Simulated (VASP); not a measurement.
# LaCoPO: magnetic moments, functional by functional, part 2 of 2

Aim: the magnetic moments of LaCoPO at several levels of theory. The starting structure is a computed structure from the Materials Project. The reference starts from ferromagnetic moments.

VASP 6.6.1.

Results so far: PBEsol 0.62 μB on Co; LDA 0.14 μB on Co.

### 4. Run with PBE

Level of this step: PBE, spin-polarised from a ferromagnetic start; plane waves and PAW (La, Co, P, O) (VASP).

PBE, the usual starting point, adds the gradient of the density.

INCAR reads:

```
SYSTEM = LaCoPO
PREC = Accurate
ENCUT = 480
EDIFF = 1E-07
NELM = 200
ISMEAR = 0
SIGMA = 0.05
LREAL = .FALSE.
ALGO = Normal
GGA = PE
NBANDS = 46
ISPIN = 2
MAGMOM = 0 0 2.4 2.4 0 0 0 0
LASPH = .TRUE.
LMAXMIX = 6
AMIX = 0.2
BMIX = 1E-04
AMIX_MAG = 0.8
BMIX_MAG = 1E-04
LORBIT = 11
LWAVE = .FALSE.
LCHARG = .FALSE.
KPAR = 8
```

POSCAR reads:

```
LaCoPO
1.0
    3.9912560000      0.0000000000      0.0000000000
    0.0000000000      3.9912560000      0.0000000000
    0.0000000000      0.0000000000      8.2649260000
La Co P O
2 2 2 2
Direct
    0.5000000000      0.0000000000      0.1531320000
    0.0000000000      0.5000000000      0.8468680000
    0.0000000000      0.0000000000      0.5000000000
    0.5000000000      0.5000000000      0.5000000000
    0.0000000000      0.5000000000      0.3816310000
    0.5000000000      0.0000000000      0.6183690000
    0.5000000000      0.5000000000      0.0000000000
    0.0000000000      0.0000000000      0.0000000000
```

KPOINTS reads:

```
Automatic mesh
0
Gamma
8 8 4
0 0 0
```

PAW data sets: La, Co, P and O (PBE family, release 64).

Run with:

```bash
mpirun -np 8 vasp_std
```

Output:

```text
[banner, memory and clock lines left out]
running    8 mpi-ranks, on    1 nodes
[...]
[... a notice as in an earlier step ...]

 LDA part: xc-table for (Slater+PW92), standard interpolation
 POSCAR, INCAR and KPOINTS ok, starting setup
[...]
entering main loop
       N       E                     dE             d eps       ncg     rms          rms(c)
DAV:   1     0.630698087401E+03    0.63070E+03   -0.21736E+04  8430   0.182E+03
DAV:   2     0.106841337555E+03   -0.52386E+03   -0.46661E+03  9054   0.354E+02
DAV:   3    -0.471893024121E+02   -0.15403E+03   -0.14321E+03 11324   0.186E+02
DAV:   4    -0.688386029701E+02   -0.21649E+02   -0.20593E+02 14682   0.761E+01
[...]
DAV:  18    -0.604118822403E+02    0.14501E-06   -0.23507E-05 15568   0.321E-02    0.896E-03
DAV:  19    -0.604118822289E+02    0.11422E-07   -0.54585E-06 15608   0.162E-02    0.393E-03
DAV:  20    -0.604118821404E+02    0.88418E-07   -0.58454E-07 11424   0.525E-03
   1 F= -.60411882E+02 E0= -.60410245E+02  d E =-.327412E-02  mag=     1.3005
```

It took 55 s on 8 MPI ranks of AMD EPYC 9R45, shared host; peak memory 4.2 GiB; 7.2 min of CPU time.

OUTCAR, selected parts (step 4):

```text
  Total       -0.1529727     -0.1529727      1.5007563      0.0000000      0.0000000      0.0000000
  in kB       -1.8615137     -1.8615137     18.2626003      0.0000000      0.0000000      0.0000000
  external PRESSURE =       4.8465243 kB  Pullay stress =       0.0000000 kB

 POSITION                                       TOTAL-FORCE (eV/Angst)
 -----------------------------------------------------------------------------------
      1.99563      0.00000      1.26562        -0.000000     -0.000000     -0.141135
      0.00000      1.99563      6.99930        -0.000000     -0.000000      0.141135
      0.00000      0.00000      4.13246        -0.000000     -0.000000      0.000000
      1.99563      1.99563      4.13246        -0.000000     -0.000000      0.000000
      0.00000      1.99563      3.15415        -0.000000     -0.000000     -0.672068
      1.99563      0.00000      5.11077        -0.000000     -0.000000      0.672068
      1.99563      1.99563      0.00000         0.000000      0.000000      0.000000
      0.00000      0.00000      0.00000        -0.000000     -0.000000      0.000000
 -----------------------------------------------------------------------------------
    total drift:                                0.000000      0.000000      0.000000

  FREE ENERGIE OF THE ION-ELECTRON SYSTEM (eV)
  ---------------------------------------------------
  free  energy   TOTEN  =       -60.4118821404 eV

  energy  without entropy=      -60.4086080165  energy(sigma->0) =      -60.41024508

 magnetization (x)
# of ion       s       p       d       f       tot
--------------------------------------------------
    1       -0.000   0.001   0.002   0.000   0.003
    2       -0.000   0.001   0.002   0.000   0.003
    3        0.012   0.008   0.612   0.000   0.632
    4        0.012   0.008   0.612   0.000   0.632
    5        0.001   0.010   0.000   0.000   0.010
    6        0.001   0.010   0.000   0.000   0.010
    7       -0.000   0.001   0.000   0.000   0.001
    8       -0.000   0.001   0.000   0.000   0.001
--------------------------------------------------
tot          0.026   0.038   1.228   0.001   1.292

[... 2 parts as in an earlier step ...]

[... 1 further part left out ...]
[key lines of the parts left out:]
E-fermi :   8.5016
```

PBE: the moments inside the Co spheres have a mean size of 0.63 μB, and the cell carries 1.30 μB, with no gap.

### 5. Run with r2SCAN

r2SCAN adds the kinetic-energy density, costs more than a GGA and is run with LASPH.

INCAR, as its differences from that of step 4:

```diff
@@ -9,3 +9,4 @@
 ALGO = Normal
-GGA = PE
+METAGGA = R2SCAN
+LASPH = .TRUE.
 NBANDS = 46
@@ -13,3 +14,2 @@
 MAGMOM = 0 0 2.4 2.4 0 0 0 0
-LASPH = .TRUE.
 LMAXMIX = 6
```

POSCAR is that of step 4.

KPOINTS is that of step 4.

Run with:

```bash
mpirun -np 8 vasp_std
```

Output:

```text
[banner, memory and clock lines left out]
running    8 mpi-ranks, on    1 nodes
[...]
[... a notice as in an earlier step ...]

 [... a notice as in an earlier step ...]

 LDA part: xc-table for (None), standard interpolation
 POSCAR, INCAR and KPOINTS ok, starting setup
[...]
entering main loop
       N       E                     dE             d eps       ncg     rms          rms(c)
DAV:   1     0.572040418727E+03    0.57204E+03   -0.22297E+04  8446   0.186E+03
DAV:   2     0.247553962104E+02   -0.54729E+03   -0.48849E+03  9056   0.364E+02
DAV:   3    -0.136025901029E+03   -0.16078E+03   -0.15032E+03 11546   0.192E+02
DAV:   4    -0.157641027201E+03   -0.21615E+02   -0.20575E+02 14832   0.795E+01
[...]
DAV:  22    -0.132799299161E+03    0.15627E-06   -0.11737E-06 14640   0.698E-03    0.273E-03
DAV:  23    -0.132799298943E+03    0.21861E-06   -0.58286E-07 13640   0.438E-03    0.137E-03
DAV:  24    -0.132799298845E+03    0.97881E-07   -0.12136E-07  7640   0.247E-03
   1 F= -.13279930E+03 E0= -.13279767E+03  d E =-.326534E-02  mag=     1.4429
```

It took 3.5 min on 8 MPI ranks; peak memory 4.4 GiB; 28 min of CPU time.

OUTCAR, selected parts (step 5):

```text
  Total       -1.6996524     -1.6996524      0.3614031      0.0000000      0.0000000     -0.0000000
  in kB      -20.6829540    -20.6829540      4.3978898      0.0000000      0.0000000     -0.0000000
  external PRESSURE =     -12.3226727 kB  Pullay stress =       0.0000000 kB

 POSITION                                       TOTAL-FORCE (eV/Angst)
 -----------------------------------------------------------------------------------
      1.99563      0.00000      1.26562         0.000000     -0.000000     -0.243576
      0.00000      1.99563      6.99930         0.000000      0.000000      0.243576
      0.00000      0.00000      4.13246         0.000000     -0.000000      0.000000
      1.99563      1.99563      4.13246        -0.000000      0.000000      0.000000
      0.00000      1.99563      3.15415         0.000000      0.000000     -0.333685
      1.99563      0.00000      5.11077         0.000000      0.000000      0.333685
      1.99563      1.99563      0.00000        -0.000000      0.000000      0.000000
      0.00000      0.00000      0.00000         0.000000     -0.000000      0.000000
 -----------------------------------------------------------------------------------
    total drift:                                0.000000      0.000000      0.000000

  FREE ENERGIE OF THE ION-ELECTRON SYSTEM (eV)
  ---------------------------------------------------
  free  energy   TOTEN  =      -132.7992988447 eV

  energy  without entropy=     -132.7960335074  energy(sigma->0) =     -132.79766618

 magnetization (x)
# of ion       s       p       d       f       tot
--------------------------------------------------
    1       -0.000   0.000   0.001  -0.001   0.001
    2       -0.000   0.000   0.001  -0.001   0.001
    3        0.014   0.005   0.718   0.000   0.737
    4        0.014   0.005   0.718   0.000   0.737
    5        0.002   0.011   0.000   0.000   0.013
    6        0.002   0.011   0.000   0.000   0.013
    7       -0.000   0.000   0.000   0.000   0.000
    8       -0.000   0.000   0.000   0.000   0.000
--------------------------------------------------
tot          0.031   0.033   1.439  -0.001   1.502

[... 2 parts as in an earlier step ...]

[... 1 further part left out ...]
[key lines of the parts left out:]
E-fermi :   8.4490
```

r2SCAN: the moments inside the Co spheres have a mean size of 0.74 μB, and the cell carries 1.44 μB, with no gap.

### 6. Run with PBEsol + spin-orbit coupling

Spin-orbit coupling is switched on in this step. This run uses a 6×6×4 mesh.

INCAR, as its differences from that of step 5:

```diff
@@ -9,7 +9,11 @@
 ALGO = Normal
-METAGGA = R2SCAN
+GGA = PS
+LNONCOLLINEAR = .TRUE.
+MAGMOM = 0 0 0 0 0 0 0 0 2.4 0 0 2.4 0 0 0 0 0 0 0 0 0 0 0 0
+NBANDS = 78
+GGA_COMPAT = .FALSE.
 LASPH = .TRUE.
-NBANDS = 46
-ISPIN = 2
-MAGMOM = 0 0 2.4 2.4 0 0 0 0
+LSORBIT = .TRUE.
+LORBMOM = .TRUE.
+ISYM = -1
 LMAXMIX = 6
```

POSCAR is that of step 5.

KPOINTS reads:

```
Automatic mesh
0
Gamma
6 6 4
0 0 0
```

Run with:

```bash
mpirun -np 8 vasp_ncl
```

Output:

```text
[banner, memory and clock lines left out]
running    8 mpi-ranks, on    1 nodes
[...]
[... a notice as in an earlier step ...]

 [... a notice as in an earlier step ...]

 LDA part: xc-table for (Slater+PW92), standard interpolation
 POSCAR, INCAR and KPOINTS ok, starting setup
[...]
entering main loop
       N       E                     dE             d eps       ncg     rms          rms(c)
DAV:   1     0.724219209600E+03    0.72422E+03   -0.21447E+04 22478   0.217E+03
DAV:   2     0.189323955660E+03   -0.53490E+03   -0.50145E+03 25616   0.463E+02
DAV:   3    -0.130947344927E+02   -0.20242E+03   -0.19424E+03 32104   0.260E+02
DAV:   4    -0.669187588200E+02   -0.53824E+02   -0.51995E+02 41422   0.129E+02
[...]
DAV:  36    -0.648717193545E+02    0.12406E-06   -0.12068E-05 23600   0.164E-02    0.132E-03
DAV:  37    -0.648717190686E+02    0.28581E-06   -0.40085E-06 23392   0.115E-02    0.819E-04
DAV:  38    -0.648717190353E+02    0.33330E-07   -0.97734E-07 25864   0.690E-03
   1 F= -.64871719E+02 E0= -.64869382E+02  d E =-.467370E-02  mag=    -0.0020    -0.0001     1.1458
```

It took 8.3 min on 8 MPI ranks; peak memory 15 GiB; 63 min of CPU time.

Parts of OUTCAR (step 6):

```text
  Total       -4.5870531     -4.5870565     -1.9141943     -0.0000001      0.0000019      0.0000029
  in kB      -55.8195347    -55.8195765    -23.2936987     -0.0000017      0.0000232      0.0000355
  external PRESSURE =     -44.9776033 kB  Pullay stress =       0.0000000 kB

 POSITION                                       TOTAL-FORCE (eV/Angst)
 -----------------------------------------------------------------------------------
      1.99563      0.00000      1.26562        -0.000000     -0.000000     -0.370632
      0.00000      1.99563      6.99930        -0.000000      0.000000      0.370634
      0.00000      0.00000      4.13246        -0.000002      0.000000     -0.000000
      1.99563      1.99563      4.13246         0.000002     -0.000000     -0.000000
      0.00000      1.99563      3.15415        -0.000001     -0.000000     -0.485831
      1.99563      0.00000      5.11077         0.000002     -0.000000      0.485831
      1.99563      1.99563      0.00000        -0.000000      0.000000     -0.000000
      0.00000      0.00000      0.00000         0.000000      0.000000     -0.000000
 -----------------------------------------------------------------------------------
    total drift:                               -0.000002      0.000001      0.000002

  FREE ENERGIE OF THE ION-ELECTRON SYSTEM (eV)
  ---------------------------------------------------
  free  energy   TOTEN  =       -64.8717190353 eV

  energy  without entropy=      -64.8670453358  energy(sigma->0) =      -64.86938219

 magnetization (x)
# of ion       s       p       d       f       tot
--------------------------------------------------
    1        0.000  -0.000  -0.000   0.000  -0.000
    2        0.000  -0.000  -0.000   0.000   0.000
    3       -0.000  -0.000  -0.001   0.000  -0.001
    4       -0.000  -0.000  -0.001   0.000  -0.001
    5       -0.000  -0.000   0.000   0.000  -0.000
    6       -0.000  -0.000   0.000   0.000  -0.000
    7        0.000  -0.000   0.000   0.000  -0.000
    8        0.000  -0.000   0.000   0.000  -0.000
--------------------------------------------------
tot         -0.000  -0.000  -0.002   0.000  -0.002

 magnetization (y)
# of ion       s       p       d       f       tot
--------------------------------------------------
    1        0.000  -0.000  -0.000   0.000   0.000
    2        0.000  -0.000  -0.000   0.000   0.000
    3       -0.000  -0.000  -0.000   0.000  -0.000
    4       -0.000  -0.000  -0.000   0.000  -0.000
    5        0.000  -0.000   0.000   0.000   0.000
    6        0.000  -0.000   0.000   0.000  -0.000
    7       -0.000  -0.000   0.000   0.000  -0.000
    8       -0.000  -0.000   0.000   0.000  -0.000
--------------------------------------------------
tot         -0.000  -0.000  -0.000   0.000  -0.000

 magnetization (z)
# of ion       s       p       d       f       tot
--------------------------------------------------
    1       -0.001   0.000   0.001  -0.001  -0.000
    2       -0.001   0.000   0.001  -0.001  -0.000
    3        0.012   0.006   0.552   0.000   0.570
    4        0.012   0.006   0.552   0.000   0.570
    5        0.001   0.007   0.000   0.000   0.008
    6        0.001   0.007   0.000   0.000   0.008
    7       -0.000   0.000   0.000   0.000   0.000
    8       -0.000   0.000   0.000   0.000   0.000
--------------------------------------------------
tot          0.025   0.025   1.107  -0.002   1.156

[... 1 part as in an earlier step ...]

[... 2 further parts left out ...]
[key lines of the parts left out:]
E-fermi :   8.3003
```

PBEsol + spin-orbit coupling: the moments inside the Co spheres have a mean size of 0.57 μB, and the cell carries 1.15 μB, with no gap.

### 7. Run with PBEsol from an antiferromagnetic start

INCAR reads:

```
SYSTEM = LaCoPO
PREC = Accurate
ENCUT = 480
EDIFF = 1E-07
NELM = 200
ISMEAR = 0
SIGMA = 0.05
LREAL = .FALSE.
ALGO = Normal
GGA = PS
NBANDS = 43
ISPIN = 2
MAGMOM = 0 0 2.4 -2.4 0 0 0 0
LASPH = .TRUE.
LMAXMIX = 6
AMIX = 0.2
BMIX = 1E-04
AMIX_MAG = 0.8
BMIX_MAG = 1E-04
LORBIT = 11
LWAVE = .FALSE.
LCHARG = .FALSE.
KPAR = 8
```

POSCAR is that of step 6.

KPOINTS reads:

```
Automatic mesh
0
Gamma
8 8 4
0 0 0
```

Run with:

```bash
mpirun -np 8 vasp_std
```

Output:

```text
[... set-up lines as in an earlier step ...]
 entering main loop
       N       E                     dE             d eps       ncg     rms          rms(c)
DAV:   1     0.619885524671E+03    0.61989E+03   -0.22190E+04  7836   0.196E+03
DAV:   2     0.105752852006E+03   -0.51413E+03   -0.47020E+03  8732   0.368E+02
DAV:   3    -0.500561412445E+02   -0.15581E+03   -0.14756E+03 11311   0.192E+02
DAV:   4    -0.728849053549E+02   -0.22829E+02   -0.22017E+02 13875   0.848E+01
[...]
DAV:  21    -0.642405950471E+02   -0.48527E-06   -0.27395E-06 14840   0.730E-03    0.321E-03
DAV:  22    -0.642405951518E+02   -0.10468E-06   -0.13962E-06 12904   0.629E-03    0.158E-03
DAV:  23    -0.642405951146E+02    0.37196E-07   -0.36533E-07 10592   0.404E-03
   1 F= -.64240595E+02 E0= -.64237391E+02  d E =-.640732E-02  mag=     0.0000
```

Run time: 60 s. Hardware: 8 MPI ranks; peak memory 4.1 GiB; 7.9 min of CPU time.

OUTCAR, selected parts (step 7):

```text
  Total       -4.6481276     -4.6481276     -2.2858477      0.0000000      0.0000000      0.0000000
  in kB      -56.5627455    -56.5627455    -27.8163235      0.0000000      0.0000000      0.0000000
  external PRESSURE =     -46.9806048 kB  Pullay stress =       0.0000000 kB

 POSITION                                       TOTAL-FORCE (eV/Angst)
 -----------------------------------------------------------------------------------
      1.99563      0.00000      1.26562        -0.000000      0.000000     -0.372473
      0.00000      1.99563      6.99930        -0.000000     -0.000000      0.372473
      0.00000      0.00000      4.13246        -0.000000     -0.000000      0.000000
      1.99563      1.99563      4.13246         0.000000      0.000000      0.000000
      0.00000      1.99563      3.15415        -0.000000      0.000000     -0.275003
      1.99563      0.00000      5.11077         0.000000      0.000000      0.275003
      1.99563      1.99563      0.00000        -0.000000     -0.000000      0.000000
      0.00000      0.00000      0.00000        -0.000000      0.000000      0.000000
 -----------------------------------------------------------------------------------
    total drift:                                0.000000      0.000000      0.000000

  FREE ENERGIE OF THE ION-ELECTRON SYSTEM (eV)
  ---------------------------------------------------
  free  energy   TOTEN  =       -64.2405951146 eV

  energy  without entropy=      -64.2341877899  energy(sigma->0) =      -64.23739145

 magnetization (x)
# of ion       s       p       d       f       tot
--------------------------------------------------
    1        0.000   0.000   0.000   0.000   0.000
    2        0.000   0.000   0.000   0.000   0.000
    3        0.000  -0.000  -0.000   0.000  -0.000
    4       -0.000   0.000   0.000   0.000   0.000
    5        0.000   0.000   0.000   0.000   0.000
    6        0.000   0.000   0.000   0.000   0.000
    7       -0.000   0.000   0.000   0.000   0.000
    8        0.000  -0.000   0.000   0.000  -0.000
--------------------------------------------------
tot          0.000   0.000   0.000   0.000   0.000

[... 1 part as in an earlier step ...]

[... 2 further parts left out ...]
[key lines of the parts left out:]
E-fermi :   8.2914
```

PBEsol from an antiferromagnetic start: the moments inside the Co spheres have a mean size of 0.00 μB, and the cell carries 0.00 μB, with no gap. Against the ferromagnetic start the energy is +3.5 meV an atom, but the run lost its moments.

### 8. The runs compared

```tsv
run	mean size of the moment on Co (μB)	cell (μB)	gap on the mesh (eV)	core minutes
PBEsol	0.62	1.28	none	9.33
LDA	0.14	0.28	none	12.7
PBE	0.63	1.3	none	7.33
r2SCAN	0.74	1.44	none	27.7
PBEsol + spin-orbit coupling	0.57	1.15	none	66.1
PBEsol from an antiferromagnetic start	0.0	0.0	none	8.0
```

Core minutes are wall time times ranks of the run shown, on a shared host.

### 9. What came out

```yaml
mean_size_of_the_moment_on_co_pbesol: 0.62 μB
mean_size_of_the_moment_on_co_lda: 0.14 μB
mean_size_of_the_moment_on_co_pbe: 0.63 μB
mean_size_of_the_moment_on_co_r2scan: 0.74 μB
mean_size_of_the_moment_on_co_pbesol_spin_orbit_coupling: 0.57 μB
mean_size_of_the_moment_on_co_pbesol_from_an_antiferromagnetic_start: 0.00 μB
```

What this shows: From the same magnetic start, the Co moment of LaCoPO lies between 0.14 μB (LDA) and 0.74 μB (r2SCAN). With LDA most of the start's moments were lost, which another start might have kept. The run from the antiferromagnetic start lost its moments, so it gives no energy for that order. Not all runs use one mesh, which bears on small differences. Orbital moments aren't included. Moments are counted inside the PAW spheres, so the part between the atoms is missing from them. The magnetic order was set by hand and not searched for; longer or canted orders weren't tried. Further runs on this material are not shown.

[Lines on the potential files, build, host, timing and source positions are cut from VASP's logs without a mark.]

[Logs are printed without paths, hosts, clocks, repeated set-up lines and the standing remarks that a program may print on its own settings, such as how far it seeks lower states.]

[Hosts, paths, dates, database ids (printed as entryN), source tags and the programs' standing remarks are cut or masked in the printed files.]
